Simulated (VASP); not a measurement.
Here is the system:

```
CELL_PARAMETERS angstrom
      0.00000     3.69083     3.69083
      3.69083     0.00000     3.69083
      3.69083     3.69083     0.00000
ATOMIC_POSITIONS crystal
  K  0.25000 0.25000 0.25000
  K  0.75000 0.75000 0.75000
  S  0.00000 0.00000 0.00000
```

The numbers are results of PBE GGA, VASP's PBE PAW potentials (set 64) (plane waves; VASP), not measurements. Settings: 520 eV cut-off, 5×5×5 Γ-centred mesh, Gaussian smearing of 0.050 eV, potentials K_sv S.

Task: What does the run give for the energy per atom (σ→0)?

Result: 
```yaml
energy per atom (σ→0): -3138 meV/atom
```

Total energies compare only between runs with the same potentials, cut-off and functional.

The compound is K2S in the antifluorite structure. This cell is one point of a volume scan, at 0.97 of the reference volume.
